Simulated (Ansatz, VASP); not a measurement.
# Cross-check of H3BrO between VASP and Ansatz, part 2 of 2

Wanted: the spread between two codes on one cell, functional and k mesh. The cell is taken from a series of runs on this material, whose earlier steps may have relaxed, scaled, displaced or heated it; both programs get it as it stands.

VASP 6.6.1 and Ansatz 0.2.0.

So far: Set-up; VASP: dielectric response, PBEsol.

## Step 3: Ansatz: dielectric response, PBEsol

Level of this step: Ansatz beside VASP: Kohn-Sham DFT, plane waves, PBEsol (Ansatz).

Ansatz runs on its default PAW (the set named soft_2) files.

The same cell, functional and mesh now go to Ansatz, which takes its cutoff from its data sets.

Input file input.yaml:

```yaml
crystal:
  lattice:
    - [3.486419, -2.476209, 0.0]
    - [3.486419, 2.476209, 0.0]
    - [-1.714341, 0.0, 4.084576]
  atoms:
    - { symbol: H, position: [0.314472, 0.314472, 0.352441] }
    - { symbol: H, position: [0.642675, 0.307942, 0.680036] }
    - { symbol: H, position: [0.307942, 0.642675, 0.680036] }
    - { symbol: Br, position: [0.016087, 0.016087, 0.98866] }
    - { symbol: O, position: [0.460242, 0.460242, 0.536286] }
kpoints:
  mp_grid: { grid: [6, 6, 6] }
hamiltonian:
  xc: pbesol
scf:
  occupations: { method: fixed }
dielectric: {}
```

On the command line:

```
ansatz run input.yaml --threads 4 --pin off --max-ram 7372MiB --backend cpu --events-out ev --progress --plain --runs-dir out
```

Numbers of over 12 decimals in the logs are rounded to 6 here.

The program printed:

```text
Engine: ansatz 0.2.0, x86_64-unknown-linux-gnu
Pseudopotentials: kind: paw
Pseudopotential: H, paw, valence charge 1, recommended cutoff 420 eV (normal), H.paw.azcp
Pseudopotential: Br, paw, valence charge 7, recommended cutoff 420 eV (normal), Br.paw.azcp
Pseudopotential: O, paw, valence charge 6, recommended cutoff 420 eV (normal), O.paw.azcp
Functional definition: PBEsol
  exchange = pbesol_x
  correlation = pbesol_c
Crystal: 5 atoms, lattice volume = 70.525 Å³
Basis set: ecut = 420 eV, 1379 PW (Γ), exchange–correlation on 60×60×60 points (8 copies of the dense FFT grid, shifted against one another)
Bands: 13, of which v1, the nominal top of the filled ones, is band 8 counted from 1 (7 counted from 0)
Symmetry: 2 space group operations
k-points: 112 of 216 (irreducible under 1 space group operation, time reversal used)
Non-local potential: H, projectors of the file, l = 0: 2, l = 1: 1
Non-local potential: Br, projectors of the file, l = 0: 2, l = 1: 2, l = 2: 2
Non-local potential: O, projectors of the file, l = 0: 2, l = 1: 2, l = 2: 1
PAW form: soft (Blöchl's): semilocal exchange-correlation on the pseudo side does not see the compensation charge
PAW frozen core: Br, regenerated for the run's functional, and the local potential with it (the file was generated under x = pbe(κ = 0.804, μ = 0.219515), c = pbe(β = 0.066725))
PAW frozen core: O, regenerated for the run's functional, and the local potential with it (the file was generated under x = pbe(κ = 0.804, μ = 0.219515), c = pbe(β = 0.066725))
PAW one-centre angular grid: H, 110 points (default); XC on 64 Gauss nodes
PAW one-centre angular grid: Br, 110 points (default); XC on 64 Gauss nodes
PAW one-centre angular grid: O, 110 points (default); XC on 64 Gauss nodes
Initial density: superposition of atomic densities (neutral atoms: chi_scale 0, normalization atom), corrected by the library's trained network
Initial wavefunctions: pseudopotential atomic-orbital guess
Functional: x = pbesol(κ = 0.804, μ = 0.123457), c = pbesol(β = 0.046)
SCF iter   1: F=—  HF=-3345.897625 eV  |F-HF|=—  |Δ(HF+E_count)|=         —  Δρ=7.37e-3  dr2=4.23e-2  ethr=1.77e-3  ⟨swp⟩=6.0  Hψ=7938  notcnv=0  defer=330
preconditioner: auto → none  [insulator: Δε(μ)=4.455 eV  Ē_g=13.603 eV  n_scr=14 (ndim 8)  ℏωp=16.5 eV  f_vac=0.105  ε∞_Penn≈2.5]
SCF iter   2: F=—  HF=-3345.887864 eV  |F-HF|=—  |Δ(HF+E_count)|=   9.76e-3  Δρ=5.14e-3  dr2=1.22e-2  ethr=2.64e-4  ⟨swp⟩=2.2  Hψ=3372  notcnv=0  defer=335
SCF iter   3: F=—  HF=-3345.884947 eV  |F-HF|=—  |Δ(HF+E_count)|=   2.92e-3  Δρ=1.27e-3  dr2=6.74e-4  ethr=7.65e-5  ⟨swp⟩=2.0  Hψ=2243  notcnv=0  defer=334
SCF iter   4: F=—  HF=-3345.885258 eV  |F-HF|=—  |Δ(HF+E_count)|=   3.11e-4  Δρ=1.89e-4  dr2=1.75e-5  ethr=4.22e-6  ⟨swp⟩=2.4  Hψ=2418  notcnv=0  defer=336
SCF iter   5: F=—  HF=-3345.885271 eV  |F-HF|=—  |Δ(HF+E_count)|=   1.32e-5  Δρ=5.07e-5  dr2=1.43e-6  ethr=1.09e-7  ⟨swp⟩=3.0  Hψ=2279  notcnv=0  defer=325
SCF iter   6: F=—  HF=-3345.885274 eV  |F-HF|=—  |Δ(HF+E_count)|=   2.67e-6  Δρ=9.93e-6  dr2=5.86e-8  ethr=8.94e-9  ⟨swp⟩=2.0  Hψ=2095  notcnv=0  defer=129
SCF iter   7: F=—  HF=-3345.885274 eV  |F-HF|=—  |Δ(HF+E_count)|=   7.78e-8  Δρ=2.01e-6  dr2=1.82e-9  ethr=3.66e-10  ⟨swp⟩=2.0  Hψ=2113  notcnv=0  defer=132
SCF iter   8: F=—  HF=-3345.885274 eV  |F-HF|=—  |Δ(HF+E_count)|=   6.98e-9  Δρ=4.12e-7  dr2=1.42e-10  ethr=1.14e-11  ⟨swp⟩=2.0  Hψ=2172  notcnv=0  defer=133
SCF iter   9: F=-3345.885274 eV  HF=-3345.885274 eV  |F-HF|=9.09e-13  |Δ(HF+E_count)|=  1.40e-10  Δρ=6.78e-8  dr2=2.58e-12  ethr=1.00e-12  ⟨swp⟩=9.3  Hψ=5865  notcnv=0
SCF 1 converged in 9 iterations: F = -3345.885274 eV  dr2 = 2.58e-12
  greatest PAW one-centre occupation: 0.912 electrons in one spin orbital (limit 2), on the Br atom at site 3 (counted from 0), in its partial waves of l = 0
NSCF: frozen V_eff on 3 k-points
DFPT response loops at Γ: preconditioner auto → none (the input reference at scf.mixing.eps_inf says where Resta's filter doesn't serve); β = 0.50; Broyden in place of MSR1
── the response to a field inside a basis, on 6×6×6 k-points: an SCF that follows is theirs, and a resumed run solves both again ──
Bands: 9, of which v1, the nominal top of the filled ones, is band 8 counted from 1 (7 counted from 0)
k-points: 63 of 216 (time reversal used)
Initial density: handed on by an earlier stage of this run
Initial wavefunctions: pseudopotential atomic-orbital guess (no wavefunctions were taken with the density)
Eigensolver: Dense (63 Hₖ)
SCF iter   1: F=—  HF=-3345.890210 eV  |F-HF|=—  |Δ(HF+E_count)|=         —  Δρ=4.77e-4  dr2=2.34e-5  ethr=1.00e-1
preconditioner: auto → none  [insulator: Δε(μ)=4.609 eV  Ē_g=11.610 eV  n_scr=14 (ndim 8)  ℏωp=16.5 eV  f_vac=0.083  ε∞_Penn≈3.0]
SCF iter   2: F=—  HF=-3345.890220 eV  |F-HF|=—  |Δ(HF+E_count)|=   1.06e-5  Δρ=2.29e-4  dr2=7.23e-6  ethr=1.46e-7
SCF iter   3: F=—  HF=-3345.890226 eV  |F-HF|=—  |Δ(HF+E_count)|=   5.46e-6  Δρ=1.03e-4  dr2=4.63e-6  ethr=4.52e-8
SCF iter   4: F=-3345.890225 eV  HF=-3345.890225 eV  |F-HF|=6.47e-9  |Δ(HF+E_count)|=   1.10e-6  Δρ=8.61e-6  dr2=1.83e-8  ethr=2.89e-8
SCF 1 converged in 4 iterations: F = -3345.890225 eV  dr2 = 1.83e-8
DFPT response loops at Γ: mixed as the last ones told, above
SCF converged after 9 iterations
Free energy (F): -3345.885274 eV
Harris-Foulkes:  -3345.885274 eV  (|F-HF|=9.09e-13)
Internal energy: -3345.885274 eV  (E = F + TS)
E sigma→0 (E₀):  -3345.885274 eV
Fermi energy:    -0.470212 eV
--- Per-component energies (eV) ---
  E_band       = -122.146042
  E_kinetic    = 346.938554
  E_local      = -892.172865  (includes V_loc(G=0)·N_el)
  E_nonlocal   = 123.829584
  E_hartree    = 289.257736
  E_xc         = -358.975271
  E_vxc        = -229.201330  (∫ρ·V_xc dr)
  E_paw        = -2357.389570  (= ΣΔE_a)
  E_vpaw       = -50.054831  (= ΣTr[D̂ρ^β])
  E_aug_tail   = -0.000658  (compensation charges beyond the density's cutoff)
  E_ewald      = -497.500343
  E_core_change = 0.127558  (= ΣΔE_core)
  E_smearing   = -0.000000  (= −TS)
  E_closure    = 0.000000  (closes the sum)
  Σ components = -3345.885274   (vs F -3345.885274, Δ=0.00e0)
--- Band table (eV; the first three rows and the last of 112) ---
  k-point 0: bands = [... 4 lower, -4.3418, -1.0556, -0.9531, -0.4702, 3.8361, 7.7120, 8.0834, 8.7280, ... 1 higher]
  k-point 1: bands = [... 4 lower, -4.3668, -1.3800, -0.9748, -0.5145, 4.4466, 7.7042, 8.1044, 9.0365, ... 1 higher]
  k-point 2: bands = [... 4 lower, -4.4234, -1.9356, -1.0187, -0.5615, 5.6741, 7.7122, 8.4101, 8.9406, ... 1 higher]
  k-point 111: bands = [... 4 lower, -4.5491, -1.7528, -1.5333, -1.4893, 6.0672, 8.2077, 8.2512, 9.4330, ... 1 higher]
--- Dielectric response (ions clamped): 3 representative field directions + reference, inside a basis on a mesh of 216 k-points (Σ response iterations 15) ---
  ε∞ (high-frequency dielectric tensor):
        2.454352     0.000000     0.157974
        0.000000     2.771735     0.000000
        0.157974     0.000000     2.752067
  Born effective charges Z* (e; rows j = field, columns β = displacement):
    site 0:
         0.95900    0.00000    0.78989
         0.00000    0.13970    0.00000
         0.91302    0.00000    1.37930
    site 1:
         0.26685   -0.03522   -0.03632
         0.06886    1.42033   -0.87520
        -0.10916   -0.84526    0.76040
    site 2:
         0.26685    0.03522   -0.03632
        -0.06886    1.42033    0.87520
        -0.10916    0.84526    0.76040
    site 3:
        -0.75336    0.00000   -0.21705
         0.00000   -1.18820    0.00000
        -0.22214    0.00000   -1.19304
    site 4:
        -0.73935    0.00000   -0.50020
         0.00000   -1.79216    0.00000
        -0.47256    0.00000   -1.70706
  Z* charge neutrality: 1.963e-3 e pre-enforcement
  solved inside a basis spanned on kpoints, on 6×6×6 k-points, its susceptibility summed on 10×10×8: ε∞ is read to err by 6.7e-3, Z* by 8.1e-3 e (field_mesh: kpoints solves on kpoints); Z* is corrected for what the basis lacks
```

## Step 4: Side by side

Known differences besides the potentials themselves: fixed occupations in Ansatz, narrow Gaussian smearing in VASP; VASP's response is taken on the typed mesh, Ansatz refines its own for the field response alone; the cutoff is 420 eV in Ansatz and 520 eV in VASP; Ansatz makes its cores anew for this functional, VASP keeps those of its PBE data sets. Total energies have different zeros and are not compared.

Both answers:

```csv
quantity,Ansatz,VASP,difference
ε∞ xx,2.45,2.45,-0.02 %
ε∞ yy,2.77,2.77,-0.01 %
ε∞ zz,2.75,2.75,+0.00 %
```

## Step 5: What came out

```yaml
difference_in_eps_infinity_xx_dielectric_response_pbesol: -0.024 %
```

What this shows: The difference in ε∞ xx is -0.024 % (dielectric response, PBEsol), within the 5 % picked in this series as the mark of a large difference. How closely two codes agree says nothing of how well the functional describes the real material.

[Lines on the potential files, build, host, timing and source positions are cut from VASP's logs without a mark.]

[Logs are printed without paths, hosts, clocks, repeated set-up lines and the standing remarks that a program may print on its own settings, such as how far it seeks lower states.]

[Hosts, paths, dates, database ids (printed as entryN), source tags and the programs' standing remarks are cut or masked in the printed files.]
